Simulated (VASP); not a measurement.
Consider the following.

```yaml
crystal:
  lattice:
    - [3.12550, 0.00000, 0.00000]
    - [0.00000, 3.12550, 0.00000]
    - [0.00000, 0.00000, 3.12550]
  atoms:
    - { symbol: Zn, position: [0.50000, 0.50000, 0.50000] }
    - { symbol: Au, position: [0.00000, 0.00000, 0.00000] }
```

Computed with AM05 GGA, VASP's PBE PAW potentials (set 64) (plane waves; VASP 6.6.1). Run with 520 eV cut-off, 13×13×13 Γ-centred mesh, tetrahedra with Blöchl corrections, potentials Zn Au.

Unless said otherwise, spin-orbit coupling is left out, though it shifts the bands of the heavy elements here.

Q: Tabulate the total density of states (states/eV per cell) against energy (eV; zero at the valence-band maximum or, without a gap, the Fermi level).

A: 
```
E (eV) | DOS (states/eV)
    -9.94 |  0.17
    -9.82 |  0.19
    -9.59 |  0.22
    -9.48 |  0.24
    -9.25 | # 0.28
    -9.14 | # 0.31
    -8.91 | # 0.38
    -8.79 | # 0.43
    -8.57 | # 0.62
    -8.45 | ## 0.92
    -8.22 | ####### 3.58
    -8.11 | ########### 5.18
    -7.88 | ################## 8.70
    -7.77 | ############################## 14.6
    -7.54 | ######################## 11.9
    -7.42 | #################### 9.75
    -7.20 | ######## 3.93
    -7.08 | ### 1.42
    -6.85 | ## 1.00
    -6.74 | ## 1.17
    -6.51 | ######## 3.80
    -6.39 | #### 1.78
    -6.17 | # 0.37
    -6.05 | ## 0.97
    -5.82 | ##### 2.37
    -5.71 | ######## 3.66
    -5.48 | ########## 4.99
    -5.37 | ######### 4.23
    -5.25 | ######### 4.30
    -5.02 | #### 2.18
    -4.91 | ###### 2.74
    -4.68 | ######### 4.40
    -4.57 | ####### 3.52
    -4.34 | ###### 2.96
    -4.22 | ###### 3.12
    -4.00 | ############# 6.22
    -3.88 | ######## 4.06
    -3.65 | ### 1.39
    -3.54 | ### 1.28
    -3.31 | ## 1.09
    -3.20 | ## 0.85
    -2.97 | # 0.41
    -2.85 | # 0.39
    -2.62 | # 0.35
    -2.51 | # 0.33
    -2.28 | # 0.52
    -2.17 | # 0.62
    -1.94 | # 0.60
    -1.82 | # 0.67
    -1.60 | # 0.73
    -1.48 | # 0.67
    -1.25 | # 0.60
    -1.14 | # 0.59
    -1.02 | # 0.58
    -0.80 | # 0.57
    -0.68 | # 0.56
    -0.45 | # 0.54
    -0.34 | # 0.52
    -0.11 | # 0.50
     0.00 | # 0.49
     0.23 | # 0.46
     0.35 | # 0.45
     0.57 | # 0.46
     0.69 | # 0.43
     0.92 | # 0.40
     1.03 | # 0.39
     1.26 | # 0.47
     1.37 | # 0.45
     1.60 | # 0.50
     1.72 | # 0.52
     1.95 | # 0.56
     2.06 | # 0.61
     2.29 | # 0.62
     2.40 | # 0.64
     2.63 | ## 0.82
     2.75 | ## 0.91
     2.97 | ## 0.82
     3.09 | ## 0.82
     3.32 | ## 0.76
     3.43 | ## 0.76
```
Within 2 eV below the Fermi level the largest weight inside VASP's projection spheres is Au d, then Au p.

The compound is AuZn in the CsCl type structure. It was relaxed first. The electron count is odd and the run is not spin-polarised, which forces a metal.
